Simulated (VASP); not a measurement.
Here is the system:

```
WSe2
1.0
    1.67750    -2.90552     0.00000
    1.67750     2.90552     0.00000
    0.00000     0.00000    14.72030
W Se
2 4
Cartesian
  1.67750   0.96851   3.68008
  1.67750  -0.96851  11.04023
  1.67750   0.96851  12.73686
  1.67750  -0.96851   5.37671
  1.67750  -0.96851   1.98344
  1.67750   0.96851   9.34359
```

Calculation: PBE GGA, VASP's PBE PAW potentials (set 64) (plane waves; VASP 6.6.1). Settings: 520 eV cut-off, 8×8×2 Γ-centred mesh, Gaussian smearing of 0.050 eV, potentials W_sv Se.

Without a dispersion term in the relaxation, distances and binding between the weakly bound layers, chains or molecules are unreliable, and so is what depends on them.

Q: The ions and cell shape at fixed volume are relaxed. Predict the relaxed structure.

A: 
```
WSe2
1.0
    1.66143    -2.87767     0.00000
    1.66143     2.87767     0.00000
    0.00000     0.00000    15.00654
W Se
2 4
Direct
  0.33333   0.66667   0.25000
  0.66667   0.33333   0.75000
  0.33333   0.66667   0.86195
  0.66667   0.33333   0.36195
  0.66667   0.33333   0.13805
  0.33333   0.66667   0.63805
```
Space group P6_3/mmc (194), at a tolerance of 0.03 Å.

Q: How much energy does the relaxation gain?

A: The energy (σ→0) changes by -7.1 meV/atom, in 8 ionic steps.

The compound is WSe2 in the 2H layered structure. This cell is one point of a volume scan, at 1.03 of the reference volume. Symmetry was kept, so distortions that lower it aren't found.
